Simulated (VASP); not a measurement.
OSZICAR of a VASP run on Re (hcp):

File OSZICAR:
```
       N       E                     dE             d eps       ncg     rms          rms(c)
DAV:   1     0.306681518437E+02    0.30668E+02   -0.70314E+03  5362   0.160E+03
DAV:   2    -0.193236850190E+02   -0.49992E+02   -0.42592E+02  4724   0.329E+02
DAV:   3    -0.255444007218E+02   -0.62207E+01   -0.51007E+01  5088   0.252E+02
DAV:   4    -0.258646154833E+02   -0.32021E+00   -0.29046E+00  5414   0.273E+01
DAV:   5    -0.258751345817E+02   -0.10519E-01   -0.10225E-01  5223   0.312E+00    0.514E+01
DAV:   6    -0.249001999380E+02    0.97493E+00   -0.87356E-01  5505   0.296E+01    0.225E+01
DAV:   7    -0.245455709996E+02    0.35463E+00   -0.69935E-01  5666   0.255E+01    0.500E-01
DAV:   8    -0.245343966434E+02    0.11174E-01   -0.86805E-03  5746   0.102E+00    0.197E-01
DAV:   9    -0.245337531196E+02    0.64352E-03   -0.46823E-04  5509   0.207E-01    0.384E-02
DAV:  10    -0.245337703442E+02   -0.17225E-04   -0.42464E-05  4917   0.599E-02    0.500E-03
DAV:  11    -0.245337701247E+02    0.21952E-06   -0.56232E-07  4112   0.179E-02    0.327E-03
DAV:  12    -0.245353278160E+02   -0.15577E-02   -0.68517E-03  2754   0.853E-03    0.157E-02
DAV:  13    -0.245337697485E+02    0.15581E-02   -0.38799E-01  2608   0.136E-01    0.107E-03
DAV:  14    -0.245337697574E+02   -0.89758E-08   -0.24441E-08  2446   0.752E-03
   1 F= -.24533770E+02 E0= -.24533835E+02  d E =-.245338E+02
       N       E                     dE             d eps       ncg     rms          rms(c)
DAV:   1    -0.245361551094E+02   -0.23854E-02   -0.28346E-01  4515   0.197E+01    0.294E-01
DAV:   2    -0.245339779210E+02    0.21772E-02   -0.31784E-03  5526   0.745E-01    0.148E-01
DAV:   3    -0.245333033202E+02    0.67460E-03   -0.14797E-03  5670   0.551E-01    0.245E-02
DAV:   4    -0.245333049578E+02   -0.16376E-05   -0.43004E-05  4757   0.719E-02    0.960E-03
DAV:   5    -0.245333041996E+02    0.75825E-06   -0.42701E-07  3792   0.257E-02    0.361E-03
DAV:   6    -0.245333041273E+02    0.72323E-07   -0.13122E-07  2784   0.932E-03
   2 F= -.24533304E+02 E0= -.24533312E+02  d E =0.465630E-03
       N       E                     dE             d eps       ncg     rms          rms(c)
DAV:   1    -0.245352071765E+02   -0.19030E-02   -0.95775E-02  4486   0.116E+01    0.171E-01
DAV:   2    -0.245344740575E+02    0.73312E-03   -0.10634E-03  5475   0.432E-01    0.855E-02
DAV:   3    -0.245342521462E+02    0.22191E-03   -0.47691E-04  5641   0.314E-01    0.151E-02
DAV:   4    -0.245342528356E+02   -0.68935E-06   -0.14097E-05  4737   0.419E-02    0.566E-03
DAV:   5    -0.245342527184E+02    0.11716E-06   -0.79712E-08  2782   0.146E-02    0.219E-03
DAV:   6    -0.245342527290E+02   -0.10541E-07   -0.38201E-08  2324   0.599E-03
   3 F= -.24534253E+02 E0= -.24534292E+02  d E =-.482972E-03
```

Problem. Which electronic solver shows in the log?

Solution. It is blocked Davidson (ALGO = Normal, or the opening steps of other solvers). The INCAR had ALGO = Normal.

Problem. Can the final energy be trusted as converged?

Solution. The run converged. It stopped with EDIFF = 1E-7, NELM = 100, NSW = 30 and EDIFFG = -0.01 after 3 ionic steps (PW91 GGA, plane waves, VASP's PBE PAW potentials (set 64)).

The compound is Re in the hcp structure. This cell is one point of a volume scan, at 0.94 of the reference volume. Symmetry was kept, so distortions that lower it aren't found.
